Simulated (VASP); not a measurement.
# TmTa (P1) in VASP: notebook

One crystal, TmTa, is run at these levels: PBE; tasks: single point.

All numbers are computed with VASP 6.6.1; they aren't measurements. Logs are shortened: lines on timing, memory, paths and dates and some standing lists are left out, and cuts for length are marked.

**1. Starting point**

The typed cell holds 2 atoms: a = 3.361 Å, b = 3.364 Å, c = 3.395 Å, α = 90.36°, β = 87.39°, γ = 87.62°.

The cell was built by a generator and needn't be a form met in nature.

**2. Single point, PBE, collinear spin, twin_end start**

INCAR reads:

```
SYSTEM = TmTa
PREC = Accurate
ENCUT = 520
EDIFF = 1E-6
ISMEAR = -1
SIGMA = 0.1
LREAL = .FALSE.
LASPH = .TRUE.
NELM = 150
ALGO = Normal
ISIF = 2
LWAVE = .FALSE.
LCHARG = .FALSE.
ISPIN = 2
MAGMOM = -0.09 1.44
LORBIT = 11
LMAXMIX = 6
GGA = PE
NBANDS = 28
```

KPOINTS reads:

```
Automatic mesh
0
Gamma
  5 5 5
  0.5 0 0.5
```

POSCAR reads:

```
TmTa
1.0
    3.3590690000      0.0700990000      0.0769680000
    0.0700990000      3.3636730000     -0.0114400000
    0.0769680000     -0.0114400000      3.3943460000
Ta Tm
1 1
Direct
    0.5086210000      0.4975580000      0.5054110000
    0.9765970000      0.9846410000      0.0026870000
```

Potentials or basis: VASP PAW PBE potentials, release 64 (Ta_pv, Tm).

On the command line:

```sh
> cat potpaw_PBE.64/Ta_pv/POTCAR potpaw_PBE.64/Tm/POTCAR > POTCAR
> mpirun -np 1 vasp_std > vasp.out
```

OUTCAR:

```text
SYSTEM = TmTa
   PREC = Accurate
   ENCUT = 520
   EDIFF = 1E-6
   ISMEAR = -1
   LREAL = .FALSE.
   LASPH = .TRUE.
   NELM = 150
   ISIF = 2
   ISPIN = 2
   LORBIT = 11
   GGA = PE

 ion  position               nearest neighbor table
   1  0.509  0.498  0.505-   2 2.80   2 2.84   2 2.86   2 2.89   2 2.90   2 2.98   2 3.01   2 3.10

   2  0.977  0.985  0.003-   1 2.80   1 2.84   1 2.86   1 2.89   1 2.90   1 2.98   1 3.01   1 3.10

  LATTYP: Found a triclinic cell.
 ALAT       =     7.5178013715
 B/A-ratio  =     0.9837013437
 C/A-ratio  =     1.3846132511
 COS(alpha) =     0.0017640125
 COS(beta)  =     0.6166262871
 COS(gamma) =     0.7855536291

  Lattice vectors:

 A1 = (  -0.2171660000,  -6.7159060000,  -3.3714660000)
 A2 = (   3.2188710000,  -6.6572470000,   0.0998480000)
 A3 = (  -6.9421730000,  -3.4809910000,  -6.9311880000)

Analysis of symmetry for initial positions (statically):
=====================================================================
 Subroutine PRICEL returns:
 Original cell was already a primitive cell.

 Routine SETGRP: Setting up the symmetry group for a
 triclinic supercell.

 Subroutine GETGRP returns: Found  1 space group operations
 (whereof  1 operations were pure point group operations)
 out of a pool of  2 trial point group operations.

The static configuration has the point symmetry C_1 .

Analysis of symmetry for dynamics (positions and initial velocities):
=====================================================================
 Subroutine PRICEL returns:
 Original cell was already a primitive cell.

 Routine SETGRP: Setting up the symmetry group for a
 triclinic supercell.

 Subroutine GETGRP returns: Found  1 space group operations
 (whereof  1 operations were pure point group operations)
 out of a pool of  2 trial point group operations.

The dynamic configuration has the point symmetry C_1 .

Analysis of structural, dynamic, and magnetic symmetry:
=====================================================================
 Subroutine PRICEL returns:
 Original cell was already a primitive cell.

 Routine SETGRP: Setting up the symmetry group for a
 triclinic supercell.

 Subroutine GETGRP returns: Found  1 space group operations
 (whereof  1 operations were pure point group operations)
 out of a pool of  2 trial point group operations.

The overall configuration has the point symmetry C_1 .

 Subroutine INISYM returns: Found  1 space group operations
 (whereof  1 operations are pure point group operations),
 and found     1 'primitive' translations

----------------------------------------------------------------------------------------

                                     Primitive cell

  volume of cell :      38.3149

  direct lattice vectors                    reciprocal lattice vectors
     3.359069000  0.070099000  0.076968000     0.297986919 -0.006233104 -0.006777967
     0.070099000  3.363673000 -0.011440000    -0.006233104  0.297427847  0.001143762
     0.076968000 -0.011440000  3.394346000    -0.006777967  0.001143762  0.294765110

  length of vectors
     3.360681849  3.364422803  3.395237799     0.298129160  0.297495351  0.294845246

  position of ions in fractional coordinates (direct lattice)
     0.508621000  0.497558000  0.505411000
     0.976597000  0.984641000  0.002687000

  ion indices of the primitive-cell ions
   primitive index   ion index
                 1           1
                 2           2

----------------------------------------------------------------------------------------

 KPOINTS: Automatic mesh

Automatic generation of k-mesh.
 Grid dimensions read from file:
 generate k-points for:    5    5    5

 Generating k-lattice:

  Cartesian coordinates                     Fractional coordinates (reciprocal lattice)
     0.059597384 -0.001246621 -0.001355593     0.200000000  0.000000000  0.000000000
    -0.001246621  0.059485569  0.000228752     0.000000000  0.200000000  0.000000000
    -0.001355593  0.000228752  0.058953022     0.000000000  0.000000000  0.200000000

  Length of vectors
     0.059625832  0.059499070  0.058969049

  Shift w.r.t. Gamma in fractional coordinates (k-lattice)
     0.500000000  0.000000000  0.500000000

 Subroutine IBZKPT returns following result:
 ===========================================

 Found     63 irreducible k-points:

 Following reciprocal coordinates:
            Coordinates               Weight
  0.100000  0.000000  0.100000      2.000000
  0.300000  0.000000  0.100000      2.000000
  0.500000  0.000000  0.100000      2.000000
 -0.300000 -0.000000  0.100000      2.000000
 -0.100000 -0.000000  0.100000      2.000000
  0.100000  0.200000  0.100000      2.000000
[... 16 lines left out ...]
  0.500000 -0.200000  0.100000      2.000000
 -0.300000 -0.200000  0.100000      2.000000
 [... further k-points ...]
   k-points           NKPTS =     63   k-points in BZ     NKDIM =     63   number of bands    NBANDS=     28
   number of dos      NEDOS =    301   number of ions     NIONS =      2
   total plane-waves  NPLWV =  21952
   dimension x,y,z NGX =    28 NGY =   28 NGZ =   28
   dimension x,y,z NGXF=    56 NGYF=   56 NGZF=   56
   ions per type =               1   1
   NGX,Y,Z   is equivalent  to a cutoff of  13.85, 13.84, 13.71 a.u.
   NGXF,Y,Z  is equivalent  to a cutoff of  27.70, 27.67, 27.42 a.u.
 SYSTEM =  TmTa
   PREC   = accura    normal or accurate (medium, high low for compatibility)
   ISTART =      0    job   : 0-new  1-cont  2-samecut
   ICHARG =      2    charge: 1-file 2-atom 10-const
   ISPIN  =      2    spin polarized calculation?
   LNONCOLLINEAR =      F non collinear calculations
   LSORBIT =      F    spin-orbit coupling
   LASPH  =      T    aspherical Exc in radial PAW
   ENCUT  =  520.0 eV  38.22 Ry    6.18 a.u.   6.25  6.26  6.31*2*pi/ulx,y,z
   NELM   =    150;   NELMIN=  2; NELMDL= -5     # of ELM steps
   EDIFF  = 0.1E-05   stopping-criterion for ELM
   LREAL  =      F    real-space projection
   EDIFFG = 0.1E-04   stopping-criterion for IOM
   NSW    =      0    number of steps for IOM
   IBRION =     -1    ionic relax: 0-MD 1-quasi-New 2-CG
   NFREE  =      0    steps in history (QN), initial steepest desc. (CG)
   ISIF   =      2    stress and relaxation
   ISYM   =      2    0-nonsym 1-usesym 2-fastsym
   POTIM  = 0.5000    time-step for ionic-motion
   TEBEG  =    0.0;   TEEND  =   0.0 temperature during run
   PSTRESS=    0.0 pullay stress
   NELECT =      34.0000    total number of electrons
   NUPDOWN=      -1.0000    fix difference up-down
   EMIN   =  10.00;   EMAX   =-10.00  energy-range for DOS
   EFERMI =   0.00;   METHOD = LEGACY
   ISMEAR =    -1;   SIGMA  =   0.10  broadening in eV -4-tet -1-fermi 0-gaus
   EFERMI_NEDOS =   21; number of points for ismear=-14 and -15
   IALGO  =     38    algorithm
   IMIX   =      4    mixing-type and parameters
     AMIX     =   0.40;   BMIX     =  1.00
     AMIX_MAG =   1.60;   BMIX_MAG =  1.00
  volume/ion in A,a.u.               =      19.16       129.28
  Fermi-wavevector in a.u.,A,eV,Ry     =   1.573181  2.972880 33.673019  2.474897
  Thomas-Fermi vector in A             =   2.674504
   LORBIT       =     11    0 simple, 1 ext, 2 COOP (PROOUT), +10 PAW based schemes
   GGA     = PE    functional components
   LHFCALC =     F    Hartree Fock is set to
   AEXX    =    0.0000 exact exchange contribution
   IVDW    =     0    specifies the selected vdW correction
   LEPSILON=     F    determine dielectric tensor
   LRPA    =     F    only Hartree local field effects (RPA)
 spin polarized calculation
  energy-cutoff  :      520.00
  volume of cell :       38.31
 maximum number of plane-waves:      1040
 NGX is ok and might be reduce to    28
   NGX = 13   NGY = 13   NGZ = 13

 number of electron      33.9999998 magnetization      -0.3742505

 number of electron      33.9999998 magnetization       1.1230385

 Free energy of the ion-electron system (eV)
  ---------------------------------------------------
  ext. energy  EPLUGINS =         0.00000000
  ---------------------------------------------------
  free energy    TOTEN  =       -14.08878700 eV

  energy without entropy =      -13.86744430  energy(sigma->0) =      -13.97811565

 E-fermi :   4.5909     XC(G=0): -12.4851

 val. band max:        4.5905535702   @ k =   0.3000  -0.2000   0.3000
 cond. band min:       4.5934654519   @ k =   0.5000  -0.4000   0.1000
 fundamental gap:      0.0029118816
 Fermi energy:         4.5909131288

 spin component 1

 k-point     1 :       0.1000    0.0000    0.1000
  band No.  band energies     occupation
      1     -45.1458      1.00000
      2     -29.4376      1.00000
      3     -29.3898      1.00000
      4     -29.3624      1.00000
      5     -18.1908      1.00000
      6     -18.1752      1.00000
[... 20 lines left out ...]
     27      16.0608      0.00000
[... 691 lines left out ...]
      6     -18.2833      1.00000
[... 20 lines left out ...]
     27      17.4197      0.00000
     28      18.8699      0.00000

 [... further k-points ...]

 spin component 2

 k-point     1 :       0.1000    0.0000    0.1000
  band No.  band energies     occupation
      1     -44.6016      1.00000
      2     -29.4875      1.00000
      3     -29.4413      1.00000
      4     -29.4138      1.00000
      5     -17.8299      1.00000
      6     -17.8068      1.00000
[... 20 lines left out ...]
     27      16.1108      0.00000
[... 691 lines left out ...]
      6     -17.9209      1.00000
[... 20 lines left out ...]
     27      17.4627      0.00000
     28      18.8258      0.00000

 [... further k-points ...]

------------------------ aborting loop because EDIFF is reached ----------------------------------------

  FORCE on cell =-STRESS in cart. coord.  units (eV):
  Direction    XX          YY          ZZ          XY          YZ          ZX
  --------------------------------------------------------------------------------------
  -------------------------------------------------------------------------------------
  Total        3.9456880      3.9550187      4.2553643     -0.4397927      0.0863508     -0.5635119
  in kB      164.9930377    165.3832103    177.9424740    -18.3903880      3.6108473    -23.5638366
  external PRESSURE =     169.4395740 kB  Pullay stress =       0.0000000 kB

 VOLUME and BASIS-vectors are now :
 -----------------------------------------------------------------------------
  energy-cutoff  :      520.00
  volume of cell :       38.31
      direct lattice vectors                 reciprocal lattice vectors
     3.359069000  0.070099000  0.076968000     0.297986919 -0.006233104 -0.006777967
     0.070099000  3.363673000 -0.011440000    -0.006233104  0.297427847  0.001143762
     0.076968000 -0.011440000  3.394346000    -0.006777967  0.001143762  0.294765110

 POSITION                                       TOTAL-FORCE (eV/Angst)
 -----------------------------------------------------------------------------------
      1.78227      1.70349      1.74900        -0.759364     -0.252714     -0.002689
      3.34969      3.38044      0.07302         0.759364      0.252714      0.002689
 -----------------------------------------------------------------------------------
    total drift:                               -0.000309     -0.000068      0.000255

  FREE ENERGIE OF THE ION-ELECTRON SYSTEM (eV)
  ---------------------------------------------------
  free  energy   TOTEN  =       -14.0887869956 eV

  energy  without entropy=      -13.8674442959  energy(sigma->0) =      -13.97811565

 total charge

# of ion       s       p       d       f       tot
--------------------------------------------------
    1        0.408   6.076   2.459   0.000   8.943
    2        2.242   6.031   0.853  12.355  21.481
--------------------------------------------------
tot          2.650  12.107   3.312  12.355  30.424

 magnetization (x)

# of ion       s       p       d       f       tot
--------------------------------------------------
    1       -0.005  -0.005  -0.079   0.000  -0.090
    2        0.004  -0.029   0.007   1.280   1.262
--------------------------------------------------
tot         -0.002  -0.034  -0.072   1.280   1.172
```

It took 18 min on 1 thread of Intel Xeon Platinum 8259CL at 2.50GHz (Skylake/Cascade Lake), shared host; peak memory 0.29 GiB.

What came out:

* Free energy: -14.0888 eV
* Pressure: 16.9 GPa
* Largest force: 0.800 eV/Å
* Band gap on the k mesh: none (metal or under the smearing width)
* Net moment: 1.12 μB per cell
* Site moments: Ta -0.09; Tm +1.26 μB
* Valence electrons inside the program's atomic spheres: Ta 8.94; Tm 21.48

Forces in eV/Å, atoms in the order of the input:
```
Ta  -0.759 -0.253 -0.003
Tm   0.759  0.253  0.003
```

Stress tensor (GPa, compression positive):
```
16.50 -1.84 -2.36
-1.84 16.54  0.36
-2.36  0.36 17.79
```

Levels at points of the mesh, in eV from the Fermi level:
Spin up:
```tsv
k point	band 13	band 14	band 15	band 16	band 17	band 18	band 19	band 20	band 21	band 22
(0.50, 0.00, 0.50)	-1.25	-1.24	-1.22	-1.10	-0.76	-0.60	2.30	2.99	3.79	4.12
```
Spin down:
| k point | band 13 | band 14 | band 15 | band 16 | band 17 | band 18 | band 19 | band 20 | band 21 | band 22 |
| --- | --- | --- | --- | --- | --- | --- | --- | --- | --- | --- |
| (0.50, 0.00, 0.50) | -0.48 | -0.44 | -0.30 | -0.20 | -0.17 | -0.03 | 2.33 | 3.02 | 3.76 | 4.08 |

Caveat: the k mesh is coarse (spacing up to 0.37 Å⁻¹), so the values aren't converged; the magnetic or orbital state may not be the lowest; so large a pressure means that the cell lies far from this level's equilibrium, or that cutoff or potentials fall short; without U or exact exchange the open f shell lies at the Fermi level, which spoils levels, moments and volumes. The state reached can hang on the start; a lower one may exist.

**3. Single point, PBE**

INCAR reads:

```
SYSTEM = TmTa
PREC     = Accurate       ! precision mode
ENCUT    = 520            ! plane-wave cutoff, eV
EDIFF    = 1E-6           ! SCF threshold, eV
ISMEAR   = -1             ! smearing method
SIGMA    = 0.1            ! smearing width, eV
LREAL    = .FALSE.        ! projectors in reciprocal space
LASPH    = .TRUE.         ! aspherical terms in the spheres
NELM     = 100            ! most SCF steps
ALGO     = Normal         ! electronic algorithm
ISIF     = 2              ! what is computed and relaxed
LWAVE    = .FALSE.        ! write WAVECAR
LCHARG   = .FALSE.        ! write CHGCAR
GGA      = PE             ! functional
NBANDS   = 24             ! bands
```

KPOINTS is that of step 2.

POSCAR is that of step 2.

Potentials or basis: VASP PAW PBE potentials, release 64 (Ta_pv, Tm).

On the command line:

```sh
> cat potpaw_PBE.64/Ta_pv/POTCAR potpaw_PBE.64/Tm/POTCAR > POTCAR
> mpirun -np 1 vasp_std > vasp.out
```

Wall time 1.8 min (1 thread of Intel Xeon Platinum 8259CL at 2.50GHz (Skylake/Cascade Lake), shared host); peak memory 0.22 GiB.

Results (log left out):

* Free energy: -13.9749 eV
* Pressure: 14.5 GPa
* Largest force: 0.747 eV/Å
* Band gap on the k mesh: none (metal or under the smearing width)

Forces in eV/Å, atoms in the order of the input:
```
Ta  -0.707 -0.243  0.005
Tm   0.707  0.243 -0.005
```

Stress tensor (GPa, compression positive):
```
13.91 -1.71 -2.25
-1.71 14.09  0.35
-2.25  0.35 15.47
```

Levels at points of the mesh, in eV from the Fermi level:
```csv
k point,band 13,band 14,band 15,band 16,band 17,band 18,band 19,band 20,band 21,band 22
"(0.50, 0.00, 0.50)",-0.49,-0.47,-0.42,-0.40,-0.33,-0.28,2.37,3.05,3.78,4.09
```

Caveat: the k mesh is coarse (spacing up to 0.37 Å⁻¹), so the values aren't converged; without U or exact exchange the open f shell lies at the Fermi level, which spoils levels, moments and volumes.
